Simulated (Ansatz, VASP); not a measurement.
**Ga3BAs4 in VASP and in Ansatz**

```
Ga B As
1.0
    -2.70788    2.70788    5.41576
     2.70788   -2.70788    5.41576
     2.70788    2.70788   -5.41576
Ga B As
3 1 4
Direct
  0.00000 0.00000 0.00000
  0.25000 0.75000 0.50000
  0.75000 0.25000 0.50000
  0.50000 0.50000 0.00000
  0.62500 0.62500 0.50000
  0.12500 0.12500 0.50000
  0.87500 0.37500 0.00000
  0.37500 0.87500 0.00000
```

Alike in both runs: task single point; functional PBE; k mesh 4 × 4 × 4; occupations gaussian, width 0.1 eV; no spin polarisation.

|  | VASP | Ansatz |
| --- | --- | --- |
| version | VASP 6.6.1 | Ansatz 0.2.0 |
| potentials or method | VASP PAW PBE potentials, release 64 (Ga_d, B, As) | scalar-relativistic, plane waves, PAW |
| plane-wave cutoff (eV) | 520 | 420 |
| valence electrons in the cell | 62 | 102 |

|  | VASP | Ansatz | Ansatz less VASP |
| --- | --- | --- | --- |
| gap on the k mesh at the Fermi level (eV) | 0.85 | 0.85 | -0.001 |
| least direct gap on the mesh (eV) | 1.10 | 1.09 | -0.007 |
| pressure (GPa) | 7.0 | 6.8 | -0.20 |
| largest component of the traceless stress (GPa) | 0.05 | 0.05 | -0.001 |
| rms of the force components (eV/Å) | 1.090 | 1.086 | -0.0041 |

Atom by atom the forces differ by 0.004 eV/Å (rms over components). The functional is the same, so the differences come from potentials, cutoffs and numerics. The two sets of potentials don't hold the same shells in valence.

Caveats: forces of over 1 eV/Å show positions far from the minimum, so gaps and moduli don't describe the material at rest. A k mesh can miss the band edges. As with any semilocal functional, this PBE gap is likely too small.
